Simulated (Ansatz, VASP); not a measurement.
# Zn2C: VASP beside Ansatz

```
C Zn
1.0
     0.00000    2.55733    2.57795
     2.55733    0.00000    2.57795
     2.55733    2.55733    0.00000
C Zn
1 2
Direct
  0.00000 0.00000 0.00000
  0.25000 0.25000 0.25000
  0.75000 0.75000 0.75000
```

Change from the starting cell: biaxial_xy strain -0.8%.

Alike in both runs: task single point; functional r2SCAN; k mesh 8 × 8 × 8; occupations fermi-dirac, width 0.02 eV; no spin polarisation.

|  | VASP | Ansatz |
| --- | --- | --- |
| version | VASP 6.6.1 | Ansatz 0.2.0 |
| potentials or method | VASP PAW PBE potentials, release 64 (C, Zn) | plane waves, PAW |
| plane-wave cutoff (eV) | 520 | 500 |
| valence electrons in the cell | 28 | 28 |

```csv
,VASP,Ansatz,Ansatz less VASP
pressure (GPa),3.2,2.4,-0.76
largest component of the traceless stress (GPa),1.38,1.36,-0.022
```

The functional is the same, so the differences come from potentials, cutoffs and numerics.

Caveats: the PAW data sets were made with another functional, which shifts forces and pressure a little (VASP).
